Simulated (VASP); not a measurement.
```yaml
crystal:
  lattice:
    - [0.00000, 1.88990, 1.88990]
    - [1.88990, 0.00000, 1.88990]
    - [1.88990, 1.88990, 0.00000]
  atoms:
    - { symbol: Rh, position: [0.00000, 0.00000, 0.00000] }
```

Computed with PBEsol GGA, VASP's PBE PAW potentials (set 64) (plane waves; VASP). Run with PREC = Normal, EDIFF = 1E-5, 400 eV cut-off, 18×18×18 Γ-centred mesh, first-order Methfessel-Paxton smearing of 0.10 eV, potentials Rh_pv.

**Question.** Give the stress tensor in GPa (positive for a compressed cell).

**Answer.** 
```
-1.55   0.00   0.00
 0.00  -1.55   0.00
 0.00   0.00  -1.55
```
The pressure is its mean diagonal, -1.55 GPa.

The compound is Rh in the fcc structure. It was relaxed first.
